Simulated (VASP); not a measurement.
Write the native input for VASP 6.6.1 that does the following.

| Quantity | Value |
| --- | --- |
| Task | single point |
| Functional | r2SCANh |
| Potentials or basis | VASP PAW PBE potentials, release 64 (Zn, Cr_pv) |
| Cutoff | 520 eV |
| k mesh | 3 × 3 × 3 |
| Occupations | fermi-dirac, width 0.1 eV |
| Spin | collinear spin, typed start |
| Starting moments | [0.0, 3.57] μB |
| Dipole correction | no |
| Exchange at q = 0 | truncated |
| Grid for exact exchange (PRECFOCK) | Normal |
| Further INCAR settings | ALGO = Normal; EDIFF = 1e-07; NBANDS = 23 |

ZnCr:

```
CELL_PARAMETERS angstrom
0.00000 2.77457 2.77457
2.77457 0.00000 2.77457
2.77457 2.77457 0.00000
ATOMIC_POSITIONS crystal
Zn 0.25000 0.25000 0.25000
Cr 0.00000 0.00000 0.00000
```

The cell was built by a generator and needn't be a form met in nature.

These files were run (other wordings do the same):

POSCAR

```
ZnCr
1.0
    0.0000000000      2.7745677300      2.7745677300
    2.7745677300      0.0000000000      2.7745677300
    2.7745677300      2.7745677300      0.0000000000
Zn Cr
1 1
Direct
    0.2500000000      0.2500000000      0.2500000000
    0.0000000000      0.0000000000      0.0000000000
```

INCAR.step1

```
  PREC = Accurate
  ENCUT = 520
  EDIFF = 1E-5
  ISMEAR = -1
  SIGMA = 0.1
  LREAL = F
  LASPH = T
  NELM = 150
  ALGO = Normal
  ISIF = 2
  LWAVE = T
  LCHARG = F
  ISPIN = 2
  MAGMOM = 0 3.57
  LORBIT = 11
  LMAXMIX = 4
  NBANDS = 23
  GGA = PE
```

INCAR.step2

```
  PREC = Accurate
  ENCUT = 520
  EDIFF = 1E-7
  ISMEAR = -1
  SIGMA = 0.1
  LREAL = F
  LASPH = T
  NELM = 150
  ALGO = Normal
  ISIF = 2
  LWAVE = F
  LCHARG = F
  ISPIN = 2
  MAGMOM = 0 3.57
  LORBIT = 11
  LMAXMIX = 4
  METAGGA = R2SCAN
  LHFCALC = T
  AEXX = 0.1
  LMIXTAU = T
  PRECFOCK = Normal
  HFRCUT = -1
  NBANDS = 23
  ISTART = 1
```

KPOINTS

```
Automatic mesh
0
Gamma
  3 3 3
```

Potentials or basis: VASP PAW PBE potentials, release 64 (Zn, Cr_pv).

The run is started by

```console
$ cat potpaw_PBE.64/Zn/POTCAR potpaw_PBE.64/Cr_pv/POTCAR > POTCAR
$ cp INCAR.step1 INCAR
$ mpirun -np 1 vasp_std > vasp.out
$ cp INCAR.step2 INCAR
$ mpirun -np 1 vasp_std > vasp.out
```

It gave:

```yaml
Pressure: 6.5 GPa
Band_gap_on_the_k_mesh: none (metal or under the smearing width)
Net_moment: 4.00 μB per cell
Site_moments: Zn +0.02; Cr +3.86 μB
Valence_electrons_inside_the_program's_atomic_spheres: Zn 10.93; Cr 10.73
```

Caveat: the k mesh is coarse (spacing up to 0.65 Å⁻¹), so the values aren't converged, least of all with exact exchange; the PAW data sets were made with another functional, which shifts forces and pressure a little.

It took 29 min on 1 thread of Intel(R) Xeon(R) Platinum 8488C (Sapphire Rapids), on a shared host, peak memory 0.2 GiB.
